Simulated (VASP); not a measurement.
Given:

```xyz
2
Lattice="0.0000 2.7578 2.7578 2.7578 0.0000 2.7578 2.7578 2.7578 0.0000" Properties=species:S:1:pos:R:3 pbc="T T T"
Ge     0.0000     0.0000     0.0000
Se     2.7578     2.7578     2.7578
```

Computed with LDA (Ceperley-Alder, Perdew-Zunger), VASP's LDA PAW potentials (set 64) (plane waves; VASP). Numerical set-up: 400 eV cut-off, Gaussian smearing of 0.050 eV, potentials Ge_d Se.

Question: Give the energies of bands 7 to 13 at the high-symmetry points, in eV from the valence-band maximum.

Answer: 
```tsv
band	Γ	X	U	L	W
7	-5.27	-7.38	-8.63	-9.83	-8.54
8	-2.39	-6.77	-6.27	-2.14	-5.82
9	-2.39	-4.39	-3.82	-2.14	-5.82
10	-2.39	-4.39	-3.15	0.00	-0.86
11	4.25	2.59	3.69	0.35	1.15
12	4.25	5.95	3.77	0.58	5.66
13	4.25	5.95	5.26	0.58	5.66
```

The gap is indirect, 0.10 eV, from the valence maximum at L to the conduction minimum at L-W at 0.07.

The structure comes from a computed database's GeSe entry (Fm-3m); how it stands against other phases isn't given here. It was relaxed first, which changed the volume by -5 %.
